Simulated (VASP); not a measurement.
# SnAu under strain, part 4 of 4

How does the pressure of SnAu answer to a change of volume? The bands are shown for each cell. All runs use r2SCAN. Left out of this account: 1 further run (self-consistent run: a reference on another mesh). The start is a cell from a database of measured crystal structures.

VASP 6.6.1; r2SCAN; plane waves and PAW (Sn_d, Au).

Still holding for the runs below: Spin-orbit coupling is off here; with elements this heavy it splits and shifts levels by tenths of an eV or more.

So far, pressure (GPa): step 2 (bands, cell as listed) 2.91; step 3 (cell volume +4.0 %) -0.812; step 4 (cell volume +8.0 %) -3.67; step 5 (bands, sheared, principal strains -2.9, -0.1, +3.1 %) 2.99; step 6 (cell volume -4.0 %) 7.63.

### Step 7. Bands, volume times 0.92

The cell is scaled evenly once more. A prediction first. A parabola through the 4 pressures of evenly scaled cells so far, P = 2.91 -105.0 t +253 t² GPa with t = ln(V/V₁) and V₁ the volume at scale 1, gives 13.43 GPa at t = -0.0834.

INCAR reads:

```
SYSTEM = SnAu
PREC = Accurate
ENCUT = 400
EDIFF = 1E-06
NELM = 100
ISMEAR = -1
SIGMA = 0.05
LREAL = .FALSE.
ALGO = Normal
METAGGA = R2SCAN
LASPH = .TRUE.
NBANDS = 39
LORBIT = 11
LWAVE = .FALSE.
LCHARG = .FALSE.
KPAR = 4
```

POSCAR reads:

```
SnAu
1.0
    4.2045014957      0.0000000000      0.0000000000
   -2.1022507479      3.6412051056      0.0000000000
    0.0000000000      0.0000000000      5.3716080872
Sn Au
2 2
Direct
    0.3333333333      0.6666666667      0.2500000000
    0.6666666667      0.3333333333      0.7500000000
    0.0000000000      0.0000000000      0.0000000000
    0.0000000000      0.0000000000      0.5000000000
```

KPOINTS reads:

```
Automatic mesh
0
Gamma
8 8 6
0 0 0
```

KPOINTS_OPT reads:

```
Line mode
16
Line-mode
Reciprocal
  0.00000000   0.00000000   0.00000000 GAMMA
  0.50000000   0.00000000   0.00000000 M

  0.50000000   0.00000000   0.00000000 M
  0.33333333   0.33333333   0.00000000 K

  0.33333333   0.33333333   0.00000000 K
  0.00000000   0.00000000   0.00000000 GAMMA

  0.00000000   0.00000000   0.00000000 GAMMA
  0.00000000   0.00000000   0.50000000 A

  0.00000000   0.00000000   0.50000000 A
  0.50000000   0.00000000   0.50000000 L

  0.50000000   0.00000000   0.50000000 L
  0.33333333   0.33333333   0.50000000 H

  0.33333333   0.33333333   0.50000000 H
  0.00000000   0.00000000   0.50000000 A

  0.50000000   0.00000000   0.50000000 L
  0.50000000   0.00000000   0.00000000 M

  0.33333333   0.33333333   0.00000000 K
  0.33333333   0.33333333   0.50000000 H
```

The projector-augmented-wave data sets are Sn_d and Au (PBE family, release 64).

The run is started by

```console
$ mpirun -np 4 vasp_std
```

Output:

```text
[... set-up lines as in an earlier step ...]
 entering main loop
       N       E                     dE             d eps       ncg     rms          rms(c)
DAV:   1     0.335127193295E+03    0.33513E+03   -0.20076E+04  3604   0.167E+03
DAV:   2    -0.993716796644E+02   -0.43450E+03   -0.40740E+03  3169   0.508E+02
DAV:   3    -0.161263596781E+03   -0.61892E+02   -0.60771E+02  3457   0.144E+02
DAV:   4    -0.163682216928E+03   -0.24186E+01   -0.24158E+01  3651   0.304E+01
DAV:   5    -0.163755662130E+03   -0.73445E-01   -0.73439E-01  4096   0.550E+00    0.147E+01
DAV:   6    -0.150943822106E+03    0.12812E+02   -0.90791E+00  3501   0.236E+01    0.110E+01
DAV:   7    -0.150859180836E+03    0.84641E-01   -0.43086E-01  3666   0.458E+00    0.614E+00
DAV:   8    -0.150863338992E+03   -0.41582E-02   -0.97579E-02  3753   0.197E+00    0.725E-01
DAV:   9    -0.150854432084E+03    0.89069E-02   -0.24350E-02  3581   0.124E+00    0.131E-01
DAV:  10    -0.150855112573E+03   -0.68049E-03   -0.28572E-03  3577   0.247E-01    0.949E-02
DAV:  11    -0.150855180084E+03   -0.67511E-04   -0.22111E-04  4051   0.123E-01    0.387E-02
DAV:  12    -0.150855163650E+03    0.16434E-04   -0.17947E-05  3814   0.275E-02    0.104E-02
DAV:  13    -0.150855160250E+03    0.33999E-05   -0.48965E-06  3320   0.157E-02    0.136E-03
DAV:  14    -0.150855160154E+03    0.95669E-07   -0.46161E-07  2078   0.406E-03
   1 F= -.15085516E+03 E0= -.15084946E+03  d E =-.113924E-01
 Start KPOINTS_OPT (optional k-point list driver)
k-point batch [1-40\144]
       N       E                     dE             ncg
DAV:   1     0.149032309223E+05   -0.26225E+05     3552
DAV:   2    -0.258949849186E+04   -0.17493E+05     3135
DAV:   3    -0.496769306741E+04   -0.23782E+04     3458
DAV:   4    -0.505765333453E+04   -0.89960E+02     3669
DAV:   5    -0.506059577387E+04   -0.29424E+01     4312
DAV:   6    -0.506066025669E+04   -0.64483E-01     4116
DAV:   7    -0.506066245481E+04   -0.21981E-02     4461
DAV:   8    -0.506066247219E+04   -0.17374E-04     3277
DAV:   9    -0.506066247274E+04   -0.55335E-06     2232
[...]
k-point batch [121-144\144]
       N       E                     dE             ncg
DAV:   1     0.264422517675E+05   -0.24802E+05     2139
DAV:   2     0.159797604489E+05   -0.10462E+05     1872
DAV:   3     0.145435769716E+05   -0.14362E+04     2155
DAV:   4     0.144883587395E+05   -0.55218E+02     2152
DAV:   5     0.144865839830E+05   -0.17748E+01     2652
DAV:   6     0.144865417941E+05   -0.42189E-01     2382
DAV:   7     0.144865400647E+05   -0.17295E-02     2771
DAV:   8     0.144865400525E+05   -0.12178E-04     1884
DAV:   9     0.144865400522E+05   -0.34110E-06     1384
```

Run time: 1.8 min. Hardware: 4 MPI ranks of Intel Xeon 6975P-C (Granite Rapids), shared host; peak memory 0.98 GiB.

Parts of OUTCAR (step 7):

```text
   ENCUT  =  400.0 eV  29.40 Ry    5.42 a.u.   6.86  6.86  8.76*2*pi/ulx,y,z

   NELECT =      50.0000    total number of electrons

 E-fermi :  10.0364

 k-point     1 :       0.0000    0.0000    0.0000
  band No.  band energies     occupation
    ...
     19       4.3642      2.00000
     20       4.3642      2.00000
     21       5.5089      2.00000
     22       5.5089      2.00000
     23       8.9390      2.00000
     24      10.6515      0.00001
     25      10.6515      0.00001
     26      13.0866      0.00000
     27      13.6327      0.00000
     28      13.6328      0.00000
    ...

  Total        6.5227873      6.5227873      7.8487106     -0.0000000      0.0000000      0.0000000
  in kB      127.0807672    127.0807672    152.9131814     -0.0000000      0.0000000      0.0000000
  external PRESSURE =     135.6915720 kB  Pullay stress =       0.0000000 kB

 POSITION                                       TOTAL-FORCE (eV/Angst)
 -----------------------------------------------------------------------------------
     -0.00000      2.42747      1.34290         0.000000      0.000000      0.000000
      2.10225      1.21374      4.02871        -0.000000     -0.000000      0.000000
      0.00000      0.00000      0.00000         0.000000      0.000000      0.000000
      0.00000      0.00000      2.68580         0.000000      0.000000      0.000000
 -----------------------------------------------------------------------------------
    total drift:                               -0.000000      0.000000     -0.000000

  FREE ENERGIE OF THE ION-ELECTRON SYSTEM (eV)
  ---------------------------------------------------
  free  energy   TOTEN  =      -150.8551601545 eV

  energy  without entropy=     -150.8437677972  energy(sigma->0) =     -150.84946398

[... 5 parts as in an earlier step ...]

[... 11 further parts left out ...]
```

Numbers from this step:

```
free energy (TOTEN)     : -150.8552 eV
energy at zero smearing : -150.8495 eV
Fermi energy            : 10.04 eV
pressure                : 13.57 GPa
```

Electronic bands along the path, in eV, zero at the Fermi level; # counts the bands kept:

```csv
point,#11,#12,#13,#14,#15,#16,#17,#18
Γ,-4.53,-1.10,0.62,0.62,3.05,3.60,3.60,3.85
0.47 of the way,-4.52,-2.98,-1.36,-1.01,1.18,3.04,4.45,4.58
M,-4.51,-2.73,-2.56,-2.51,-0.94,0.81,3.85,5.15
0.47 of the way,-4.53,-3.86,-2.40,-2.01,0.17,0.67,2.80,2.93
K,-4.57,-4.57,-1.84,-0.60,-0.60,1.17,1.17,1.71
0.47 of the way,-4.49,-4.14,-2.25,-1.50,2.19,2.59,2.65,3.17
Γ,-4.53,-1.10,0.62,0.62,3.05,3.60,3.60,3.85
0.53 of the way,-5.09,-1.15,1.42,1.42,2.38,3.41,3.41,3.96
A,-5.83,0.29,0.29,2.66,2.66,2.66,2.66,5.28
0.47 of the way,-5.75,-1.37,-1.37,1.35,1.35,1.52,1.52,4.43
L,-5.33,-4.63,-4.63,0.29,0.29,1.92,1.92,5.21
0.47 of the way,-5.41,-4.31,-4.31,-1.43,-1.43,3.96,3.96,5.46
H,-5.65,-3.75,-3.75,-2.89,-2.89,5.56,5.56,6.53
0.53 of the way,-5.69,-1.58,-1.58,-0.30,-0.30,2.77,2.77,5.08
A,-5.83,0.29,0.29,2.66,2.66,2.66,2.66,5.28
jump to L,-5.33,-4.63,-4.63,0.29,0.29,1.92,1.92,5.21
0.47 of the way,-4.86,-4.31,-3.77,-1.45,0.55,2.43,2.72,3.27
M,-4.51,-2.73,-2.56,-2.51,-0.94,0.81,3.85,5.15
jump to K,-4.57,-4.57,-1.84,-0.60,-0.60,1.17,1.17,1.71
0.47 of the way,-4.27,-4.27,-3.75,-1.82,-1.82,2.99,2.99,3.80
H,-5.65,-3.75,-3.75,-2.89,-2.89,5.56,5.56,6.53
```

Of the projections kept (Sn, Au), the largest for each band there; the rest of the weight can lie on other orbitals:

```
point      #11      #12      #13      #14      #15      #16      #17      #18
    Γ  Au 1.00  Au 0.88  Sn 0.64  Sn 0.64  Sn 0.66  Sn 0.62  Sn 0.62  Au 0.64
    M  Au 0.99  Sn 0.57  Sn 0.68  Sn 0.75  Au 0.51  Au 0.81  Au 0.60  Sn 0.54
    K  Au 0.99  Au 0.99  Au 0.52  Sn 0.59  Sn 0.59  Sn 0.63  Sn 0.63  Au 0.90
    Γ  Au 1.00  Au 0.88  Sn 0.64  Sn 0.64  Sn 0.66  Sn 0.62  Sn 0.62  Au 0.64
    A  Au 0.98  Sn 0.77  Sn 0.77  Sn 0.59  Sn 0.59  Sn 0.59  Sn 0.59  Au 0.65
    L  Au 0.92  Au 0.77  Au 0.77  Sn 0.54  Sn 0.54  Sn 0.54  Sn 0.54  Sn 0.70
```

 The pressure is 13.57 GPa. The parabola predicted 13.43 GPa, -0.13 GPa off.

### Step 8. Bands, atoms displaced by up to 0.07 Å

The atoms are moved off their sites at random, as a crude picture of disorder.

INCAR is that of step 7.

POSCAR reads:

```
SnAu
1.0
    4.3230000000      0.0000000000      0.0000000000
   -2.1615000000      3.7438278206      0.0000000000
    0.0000000000      0.0000000000      5.5230000000
Sn Au
2 2
Direct
    0.3323440000      0.6612240000      0.2541530000
    0.6740580000      0.3322160000      0.7525020000
   -0.0069260000      0.0075720000     -0.0024650000
   -0.0015810000     -0.0151290000      0.4961550000
```

KPOINTS is that of step 7.

KPOINTS_OPT is that of step 7.

The run is started by

```console
$ mpirun -np 4 vasp_std
```

Output:

```text
[... set-up lines as in an earlier step ...]
 entering main loop
       N       E                     dE             d eps       ncg     rms          rms(c)
DAV:   1     0.325693836418E+03    0.32569E+03   -0.20166E+04 17528   0.162E+03
DAV:   2    -0.101584289760E+03   -0.42728E+03   -0.39962E+03 15316   0.493E+02
DAV:   3    -0.161753819517E+03   -0.60170E+02   -0.59040E+02 17030   0.141E+02
DAV:   4    -0.164134575773E+03   -0.23808E+01   -0.23776E+01 17806   0.300E+01
DAV:   5    -0.164208087410E+03   -0.73512E-01   -0.73506E-01 20387   0.547E+00    0.122E+01
DAV:   6    -0.151295355217E+03    0.12913E+02   -0.95442E+00 17258   0.237E+01    0.984E+00
DAV:   7    -0.151191673783E+03    0.10368E+00   -0.42650E-01 17850   0.449E+00    0.558E+00
DAV:   8    -0.151202000607E+03   -0.10327E-01   -0.13718E-01 18175   0.226E+00    0.785E-01
DAV:   9    -0.151191231408E+03    0.10769E-01   -0.29963E-02 17321   0.134E+00    0.120E-01
DAV:  10    -0.151191947389E+03   -0.71598E-03   -0.32026E-03 17565   0.256E-01    0.819E-02
DAV:  11    -0.151192056660E+03   -0.10927E-03   -0.20856E-04 19280   0.105E-01    0.349E-02
DAV:  12    -0.151192046782E+03    0.98775E-05   -0.13230E-05 19343   0.222E-02    0.105E-02
DAV:  13    -0.151192043449E+03    0.33332E-05   -0.70517E-06 15799   0.176E-02    0.254E-03
DAV:  14    -0.151192043442E+03    0.69767E-08   -0.42752E-07 10402   0.415E-03
   1 F= -.15119204E+03 E0= -.15118842E+03  d E =-.724829E-02
 Start KPOINTS_OPT (optional k-point list driver)
k-point batch [1-144\144]
       N       E                     dE             ncg
DAV:   1     0.508655415015E+05   -0.97236E+05    12839
DAV:   2    -0.112899441291E+05   -0.62155E+05    11274
DAV:   3    -0.198637415700E+05   -0.85738E+04    12458
DAV:   4    -0.202029793401E+05   -0.33924E+03    12987
DAV:   5    -0.202138611704E+05   -0.10882E+02    15357
DAV:   6    -0.202141550791E+05   -0.29391E+00    14610
DAV:   7    -0.202141658192E+05   -0.10740E-01    16174
DAV:   8    -0.202141659075E+05   -0.88370E-04    11817
DAV:   9    -0.202141659098E+05   -0.22909E-05     8158
DAV:  10    -0.202141659106E+05   -0.74851E-06     8430
```

The job ended after 5 min (4 MPI ranks; peak memory 2.6 GiB).

OUTCAR, selected parts (step 8):

```text
   NELECT =      50.0000    total number of electrons

 E-fermi :   8.6607

 k-point     1 :       0.0000    0.0000    0.0000
  band No.  band energies     occupation
    ...
     19       3.5082      2.00000
     20       3.5204      2.00000
     21       4.4852      2.00000
     22       4.5191      2.00000
     23       7.5557      2.00000
     24       9.4311      0.00000
     25       9.5274      0.00000
     26      11.7666      0.00000
     27      11.9166      0.00000
     28      12.0510      0.00000
    ...

  Total        1.5079812      1.5854236      2.0165948     -0.2387803     -0.0470396      0.0768490
  in kB       27.0290244     28.4171005     36.1454030     -4.2798937     -0.8431376      1.3774404
  external PRESSURE =      30.5305093 kB  Pullay stress =       0.0000000 kB

 POSITION                                       TOTAL-FORCE (eV/Angst)
 -----------------------------------------------------------------------------------
      0.00749      2.47551      1.40369        -0.048156      0.014475     -0.102249
      2.19587      1.24376      4.15607        -0.271926     -0.025924     -0.082921
      4.27669      0.02835      5.50939         0.248959     -0.094396      0.020383
      2.18737      3.68719      2.74026         0.071123      0.105845      0.164786
 -----------------------------------------------------------------------------------
    total drift:                                0.002171     -0.002052     -0.001043

  FREE ENERGIE OF THE ION-ELECTRON SYSTEM (eV)
  ---------------------------------------------------
  free  energy   TOTEN  =      -151.1920434422 eV

  energy  without entropy=     -151.1847951544  energy(sigma->0) =     -151.18841930

[... 5 parts as in an earlier step ...]

[... 12 further parts left out ...]
```

This step gave:

```
irreducible k points    : 196
symmetry operations     : 1
free energy (TOTEN)     : -151.1920 eV
energy at zero smearing : -151.1884 eV
Fermi energy            : 8.661 eV
pressure                : 3.053 GPa
```

The electronic bands at the labelled points (eV, zero at the Fermi level; # counts the bands kept):

| point | #12 | #13 | #14 | #15 | #16 | #17 | #18 | #19 |
| --- | --- | --- | --- | --- | --- | --- | --- | --- |
| Γ | -4.14 | -1.11 | 0.77 | 0.87 | 3.11 | 3.26 | 3.39 | 3.42 |
| 0.47 of the way | -4.17 | -2.62 | -1.30 | -0.67 | 1.05 | 2.97 | 4.36 | 4.50 |
| M | -4.16 | -2.30 | -2.11 | -2.00 | -1.15 | 0.71 | 3.83 | 4.96 |
| 0.47 of the way | -4.17 | -3.50 | -1.99 | -1.55 | 0.05 | 0.64 | 2.72 | 2.84 |
| K | -4.20 | -4.17 | -1.45 | -0.38 | -0.28 | 1.07 | 1.08 | 1.55 |
| 0.47 of the way | -4.12 | -3.71 | -1.90 | -1.30 | 2.04 | 2.46 | 2.65 | 3.09 |
| Γ | -4.14 | -1.11 | 0.77 | 0.87 | 3.11 | 3.26 | 3.39 | 3.42 |
| 0.47 of the way | -4.52 | -1.17 | 1.30 | 1.41 | 2.28 | 3.25 | 3.32 | 3.81 |
| A | -5.20 | 0.16 | 0.18 | 2.54 | 2.58 | 2.59 | 2.63 | 4.88 |
| 0.53 of the way | -5.12 | -1.79 | -1.74 | 1.19 | 1.24 | 1.51 | 1.56 | 4.33 |
| L | -4.81 | -4.20 | -4.17 | 0.43 | 0.50 | 1.73 | 1.81 | 4.97 |
| 0.53 of the way | -4.89 | -3.87 | -3.84 | -1.49 | -1.46 | 4.07 | 4.10 | 5.29 |
| H | -5.08 | -3.52 | -3.51 | -2.50 | -2.49 | 5.21 | 5.22 | 6.21 |
| 0.47 of the way | -5.06 | -1.99 | -1.94 | -0.55 | -0.53 | 2.95 | 3.00 | 5.03 |
| A | -5.20 | 0.16 | 0.18 | 2.54 | 2.58 | 2.59 | 2.63 | 4.88 |
| jump to L | -4.81 | -4.20 | -4.17 | 0.43 | 0.50 | 1.73 | 1.81 | 4.97 |
| 0.47 of the way | -4.41 | -3.84 | -3.37 | -1.13 | 0.42 | 2.47 | 2.61 | 3.12 |
| M | -4.16 | -2.30 | -2.11 | -2.00 | -1.15 | 0.71 | 3.83 | 4.96 |
| jump to K | -4.20 | -4.17 | -1.45 | -0.38 | -0.28 | 1.07 | 1.08 | 1.55 |
| 0.47 of the way | -3.94 | -3.92 | -3.28 | -1.57 | -1.51 | 2.83 | 2.87 | 3.60 |
| H | -5.08 | -3.52 | -3.51 | -2.50 | -2.49 | 5.21 | 5.22 | 6.21 |

Of the projections kept (Sn, Au), the largest for each band there; the rest of the weight can lie on other orbitals:

```csv
point,#12,#13,#14,#15,#16,#17,#18,#19
Γ,Au 1.00,Au 0.88,Sn 0.64,Sn 0.65,Sn 0.62,Au 0.62,Sn 0.63,Sn 0.64
M,Au 1.00,Sn 0.59,Sn 0.68,Sn 0.76,Au 0.53,Au 0.81,Au 0.59,Sn 0.68
K,Au 0.99,Au 0.99,Sn 0.50,Sn 0.61,Sn 0.61,Sn 0.61,Sn 0.62,Au 0.90
Γ,Au 1.00,Au 0.88,Sn 0.64,Sn 0.65,Sn 0.62,Au 0.62,Sn 0.63,Sn 0.64
A,Au 0.99,Sn 0.75,Sn 0.75,Sn 0.60,Sn 0.61,Sn 0.61,Sn 0.62,Au 0.63
L,Au 0.93,Au 0.79,Au 0.79,Sn 0.55,Sn 0.54,Sn 0.54,Sn 0.54,Sn 0.70
```

Force by atom:

```csv
atom,x (eV/Å),y (eV/Å),z (eV/Å),size
Sn1,-0.048,0.014,-0.102,0.114
Sn2,-0.272,-0.026,-0.083,0.285
Au3,0.249,-0.094,0.020,0.267
Au4,0.071,0.106,0.165,0.208
```

 The pressure is 3.05 GPa, and the symmetry operations fall from 24 to 1.

### Step 9. The runs together

| cell | mesh | pressure (GPa) | gap (eV) |
| --- | --- | --- | --- |
| cell as listed | 8×8×6 | 2.91 | none |
| volume times 1.04 | 8×8×6 | -0.81 | none |
| volume times 1.08 | 8×8×6 | -3.67 | none |
| sheared, principal strains -2.9, -0.1, +3.1 % | 8×8×6 | 2.99 | none |
| volume times 0.96 | 8×8×6 | 7.63 | none |
| volume times 0.92 | 8×8×6 | 13.57 | none |
| atoms displaced by up to 0.07 Å | 8×8×6 | 3.05 | none |

### Step 10. Results

- pressure, cell as listed: 2.91 GPa
- pressure, volume times 1.04: -0.812 GPa
- pressure, volume times 1.08: -3.67 GPa
- pressure, sheared, principal strains -2.9, -0.1, +3.1 %: 2.99 GPa
- pressure, volume times 0.96: 7.63 GPa
- pressure, volume times 0.92: 13.6 GPa
- pressure, atoms displaced by up to 0.07 Å: 3.05 GPa
- bulk modulus at the listed volume, shape and positions held: 106 GPa

What this shows: The slope of pressure against ln V at the listed volume gives a bulk modulus of 106 GPa at fixed shape and positions. Spin-orbit coupling is left out, and with elements this heavy it would split and shift bands near the Fermi level.

[Lines on the potential files, build, host, timing and source positions are cut from VASP's logs without a mark.]

[Logs are printed without paths, hosts, clocks, repeated set-up lines and the standing remarks that a program may print on its own settings, such as how far it seeks lower states.]

[Hosts, paths, dates, database ids (printed as entryN), source tags and the programs' standing remarks are cut or masked in the printed files.]

[A measured line is paired with the nearest computed mode of its activity, which favours agreement.]

[Band numbers marked # count the bands kept; VASP's own numbers are higher by 10 or 11.]
